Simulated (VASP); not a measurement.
Calculation: PBE GGA, VASP's PBE PAW potentials (set 64) (plane waves; VASP).

A VASP calculation is set up with these files.

POSCAR:
```
MgB2
1
    1.5131697393    -2.6208863017     0.0000000000
    1.5131697393     2.6208863017     0.0000000000
   -0.0000000000    -0.0000000000     3.4119358115
Mg B
1 2
Direct
  0.0000000000   1.0000000000   1.0000000000
  0.3333330000   0.6666670000   0.5000000000
  0.6666670000   0.3333330000   0.5000000000
```

File KPOINTS:
```
Automatic mesh
0
Gamma
12 12 9
0 0 0
```

**INCAR**
```
SYSTEM = MgB2
PREC = Accurate; ENCUT = 620; LREAL = .False.
LASPH = .True.
EDIFF = 1E-6; NELM = 100; ALGO = Normal
ISMEAR = 1; SIGMA = 0.1
GGA = PE
IBRION = 2; NSW = 40; ISIF = 3
EDIFFG = -0.02; PSTRESS = 100
LWAVE = .False.; LCHARG = .False.
```

POTCAR, in this order: Mg B (PBE.64 set). Program: vasp_std.

The resulting files:

File OUTCAR:
```
 ion  position               nearest neighbor table
   1  0.000  0.000  0.000-   2 2.44   3 2.44   2 2.44   3 2.44   3 2.44   3 2.44   2 2.44   2 2.44
                             3 2.44   3 2.44   2 2.44   2 2.44
   2  0.333  0.667  0.500-   3 1.75   3 1.75   3 1.75   1 2.44   1 2.44   1 2.44   1 2.44   1 2.44
                             1 2.44
   3  0.667  0.333  0.500-   2 1.75   2 1.75   2 1.75   1 2.44   1 2.44   1 2.44   1 2.44   1 2.44
                             1 2.44
  LATTYP: Found a hexagonal cell.
 ALAT       =     3.0263389874
 C/A-ratio  =     1.1274136261
 Subroutine PRICEL returns:
 Original cell was already a primitive cell.
 Subroutine GETGRP returns: Found 24 space group operations
The static configuration has the point symmetry D_6h.
The dynamic configuration has the point symmetry D_6h.
 Subroutine INISYM returns: Found 24 space group operations
 Subroutine IBZKPT returns following result:
 Found     95 irreducible k-points:

 Following reciprocal coordinates:
            Coordinates               Weight
  0.000000  0.000000  0.000000      1.000000
  0.083333  0.000000  0.000000      6.000000
  0.166667  0.000000  0.000000      6.000000
  0.250000  0.000000  0.000000      6.000000
  0.333333  0.000000  0.000000      6.000000
  0.416667 -0.000000  0.000000      6.000000
  0.500000  0.000000  0.000000      3.000000
  0.083333  0.083333  0.000000      6.000000
  0.166667  0.083333  0.000000     12.000000
  0.250000  0.083333  0.000000     12.000000
  0.333333  0.083333  0.000000     12.000000
  0.416667  0.083333  0.000000     12.000000
  0.166667  0.166667  0.000000      6.000000
  0.250000  0.166667  0.000000     12.000000
  0.333333  0.166667  0.000000     12.000000
  0.416667  0.166667  0.000000      6.000000
  0.250000  0.250000  0.000000      6.000000
  0.333333  0.250000  0.000000     12.000000
  0.333333  0.333333  0.000000      2.000000
  0.000000  0.000000  0.111111      2.000000
  0.083333  0.000000  0.111111     12.000000
  0.166667  0.000000  0.111111     12.000000
  0.250000  0.000000  0.111111     12.000000
  0.333333  0.000000  0.111111     12.000000
  0.416667 -0.000000  0.111111     12.000000
  0.500000  0.000000  0.111111      6.000000
  0.083333  0.083333  0.111111     12.000000
  0.166667  0.083333  0.111111     24.000000
  0.250000  0.083333  0.111111     24.000000
  0.333333  0.083333  0.111111     24.000000
  0.416667  0.083333  0.111111     24.000000
  0.166667  0.166667  0.111111     12.000000
  0.250000  0.166667  0.111111     24.000000
  0.333333  0.166667  0.111111     24.000000
  0.416667  0.166667  0.111111     12.000000
  0.250000  0.250000  0.111111     12.000000
  0.333333  0.250000  0.111111     24.000000
  0.333333  0.333333  0.111111      4.000000
  0.000000  0.000000  0.222222      2.000000
  0.083333  0.000000  0.222222     12.000000
   k-points           NKPTS =     95   k-points in BZ     NKDIM =     95   number of bands    NBANDS=      8
   number of dos      NEDOS =    301   number of ions     NIONS =      3
   total plane-waves  NPLWV =  21952
   dimension x,y,z NGX =    28 NGY =   28 NGZ =   28
   dimension x,y,z NGXF=    56 NGYF=   56 NGZF=   56
   ions per type =               1   2
   PREC   = accura    normal or accurate (medium, high low for compatibility)
   ISTART =      0    job   : 0-new  1-cont  2-samecut
   ICHARG =      2    charge: 1-file 2-atom 10-const
   ISPIN  =      1    spin polarized calculation?
   LNONCOLLINEAR =      F non collinear calculations
   LSORBIT =      F    spin-orbit coupling
   INIWAV =      1    electr: 0-lowe 1-rand  2-diag
   ENCUT  =  620.0 eV  45.57 Ry    6.75 a.u.   6.14  6.14  6.93*2*pi/ulx,y,z
...
```

File OSZICAR:
```
       N       E                     dE             d eps       ncg     rms          rms(c)
DAV:   1     0.954342820916E+01    0.95434E+01   -0.44429E+03  1576   0.987E+02
DAV:   2    -0.167248944394E+02   -0.26268E+02   -0.25105E+02  2184   0.126E+02
DAV:   3    -0.170349136863E+02   -0.31002E+00   -0.30967E+00  1936   0.165E+01
DAV:   4    -0.170354174994E+02   -0.50381E-03   -0.50375E-03  2392   0.609E-01
DAV:   5    -0.170354178571E+02   -0.35771E-06   -0.35776E-06  1944   0.976E-03    0.547E+00
DAV:   6    -0.155462249085E+02    0.14892E+01   -0.23964E+00  1648   0.882E+00    0.266E+00
DAV:   7    -0.152852299742E+02    0.26099E+00   -0.12977E+00  1800   0.635E+00    0.790E-01
DAV:   8    -0.152850127891E+02    0.21719E-03   -0.11684E-01  1648   0.228E+00    0.370E-01
DAV:   9    -0.152775122662E+02    0.75005E-02   -0.23705E-02  1704   0.881E-01    0.549E-02
DAV:  10    -0.152774683685E+02    0.43898E-04   -0.13395E-03  2184   0.245E-01    0.270E-02
DAV:  11    -0.152774450221E+02    0.23346E-04   -0.14773E-04  1720   0.781E-02    0.305E-03
DAV:  12    -0.152774446167E+02    0.40536E-06   -0.38537E-06  1840   0.142E-02
   1 F= -.13588342E+02 E0= -.13588430E+02  d E =-.135883E+02
```

### OUTCAR
```
------------------------ aborting loop because EDIFF is reached ----------------------------------------
  FORCE on cell =-STRESS in cart. coord.  units (eV):
  Direction    XX          YY          ZZ          XY          YZ          ZX
  --------------------------------------------------------------------------------------
  Total        1.7032220      1.7032213      1.6606579      0.0000000     -0.0000000      0.0000000
  in kB      100.8358988    100.8358552     98.3159723      0.0000000     -0.0000000      0.0000000
  external PRESSURE =      -0.0040912 kB  Pullay stress =     100.0000000 kB
  volume of cell :       27.06
      direct lattice vectors                 reciprocal lattice vectors
     1.513169739 -2.620886302  0.000000000     0.330432196 -0.190775159  0.000000000
     1.513169739  2.620886302  0.000000000     0.330432196  0.190775159  0.000000000
     0.000000000  0.000000000  3.411935811     0.000000000  0.000000000  0.293088749
 POSITION                                       TOTAL-FORCE (eV/Angst)
 -----------------------------------------------------------------------------------
      0.00000      0.00000      0.00000         0.000000      0.000000      0.000000
      1.51317      0.87363      1.70597         0.000000      0.000000      0.000000
      1.51317     -0.87363      1.70597        -0.000000     -0.000000      0.000000
 -----------------------------------------------------------------------------------
    total drift:                               -0.000000     -0.000000      0.000000
  FREE ENERGIE OF THE ION-ELECTRON SYSTEM (eV)
  ---------------------------------------------------
  free  energy   TOTEN  =       -15.2774446167 eV

  energy  without entropy=      -15.2777106816  energy(sigma->0) =      -15.27753330
  enthalpy is  TOTEN    =       -13.5883417693 eV   P V=        1.6891028474

 reached required accuracy - stopping structural energy minimisation
```
(Selected blocks of OUTCAR.)

### OUTCAR
```
 val. band max:        5.7007076721   @ k =   0.2500   0.2500   0.4444

 cond. band min:       5.7641358823   @ k =   0.4167   0.1667   0.1111


 Fermi energy:         5.7194937577

 k-point     1 :       0.0000    0.0000    0.0000
  band No.  band energies     occupation
      1      -7.0768      2.00000
      2       2.8239      2.00000
      3       6.0917     -0.00000
      4       6.0917     -0.00000
      5       7.8146      0.00000
      6      12.2294      0.00000
      7      12.2295      0.00000
      8      14.3916      0.00000

 k-point     2 :       0.0833    0.0000    0.0000
  band No.  band energies     occupation
      1      -6.9520      2.00000
      2       2.9445      2.00000
      3       5.4648      2.00187
      4       5.7938      0.05183
      5       7.9138      0.00000
      6      12.1906      0.00000
      7      12.7833      0.00000
      8      14.6405      0.00000

 k-point     3 :       0.1667    0.0000    0.0000
  band No.  band energies     occupation
      1      -6.5790      2.00000
      2       3.3034      2.00000
      3       3.9940      2.00000
      4       5.1400      2.00000
      5       8.2285      0.00000
      6      11.8803      0.00000
      7      14.1945      0.00000
      8      14.5700      0.00000

 k-point     4 :       0.2500    0.0000    0.0000
  band No.  band energies     occupation
      1      -5.9625      2.00000
      2       2.2379      2.00000
      3       3.8901      2.00000
      4       4.4579      2.00000
      5       8.7218      0.00000
      6      11.4579      0.00000
      7      12.9496      0.00000
      8      15.5395      0.00000

 k-point     5 :       0.3333    0.0000    0.0000
  band No.  band energies     occupation
      1      -5.1108      2.00000
      2       0.4737      2.00000
      3       3.9105      2.00000
      4       4.6728      2.00000
      5       9.2709      0.00000
      6      11.2090      0.00000
      7      11.2553      0.00000
...
```

The compound is MgB2 in the AlB2 type structure. It was relaxed first under an external pressure of 10 GPa.
